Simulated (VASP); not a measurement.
Input for VASP

KPOINTS:
```
Regular mesh
0
Gamma
5 5 3
```

POSCAR:
```
CdSe
1
    2.1622727506    -3.7451660235     0.0000000000
    2.1622727506     3.7451660235     0.0000000000
    0.0000000000     0.0000000000     7.0344088285
Cd Se
2 2
Direct
  0.6666670000   0.3333330000   0.5001200235
  0.3333330000   0.6666670000   0.0001200235
  0.6666670000   0.3333330000   0.8758799765
  0.3333330000   0.6666670000   0.3758799765
```

**INCAR**
```
# general
SYSTEM  =CdSe
PREC    =Accurate
ENCUT   =520
LREAL   =F
LASPH   =T

# electronic loop
EDIFF   =1E-6
NELM    =100
ALGO    =Normal
LMAXMIX =4

# smearing
ISMEAR  =0
SIGMA   =0.05

# functional
GGA     =MK
LUSE_VDW=T
AGGAC   =0.0
PARAM1  =0.1234
PARAM2  =1.0

# ions
IBRION  =2
NSW     =60
ISIF    =3
EDIFFG  =-0.02

# output
LWAVE   =F
LCHARG  =F
```

POTCAR, in this order: Cd Se (PBE.64 set). Program: vasp_std.

### Question
Write an equivalent input for Quantum ESPRESSO's pw.x.

### Answer
One equivalent input (not run):
```
&CONTROL
  calculation = 'vc-relax'
  pseudo_dir = './pseudo'
  outdir = './out'
  tprnfor = .true.
  tstress = .true.
  nstep = 60
  forc_conv_thr = 0.00078
/
&SYSTEM
  ibrav = 0
  nat = 4
  ntyp = 2
  ecutwfc = 102
  occupations = 'smearing'
  smearing = 'gaussian'
  degauss = 0.003675
  input_dft = 'vdw-df-ob86'
/
&ELECTRONS
  conv_thr = 7.3e-08
  electron_maxstep = 100
/
&IONS
/
&CELL
/
ATOMIC_SPECIES
  Cd 112.414 Cd.upf
  Se 78.971 Se.upf
CELL_PARAMETERS angstrom
     2.1622728   -3.7451660    0.0000000
     2.1622728    3.7451660    0.0000000
     0.0000000    0.0000000    7.0344088
ATOMIC_POSITIONS crystal
  Cd   0.6666670  0.3333330  0.5001200
  Cd   0.3333330  0.6666670  0.0001200
  Se   0.6666670  0.3333330  0.8758800
  Se   0.3333330  0.6666670  0.3758800
K_POINTS automatic
  5 5 3 0 0 0
```
What does not carry over: the potentials are each code's own (VASP's PAW set, PseudoDojo norm-conserving files in pw.x), so ENCUT and ecutwfc are chosen apart and not converted; conv_thr bounds pw.x's estimated SCF error, while EDIFF bounds the energy change between steps; forc_conv_thr acts on force components and is met together with etot_conv_thr.

The compound is CdSe in the wurtzite structure. This run relaxes it. Symmetry was kept, so distortions that lower it aren't found.
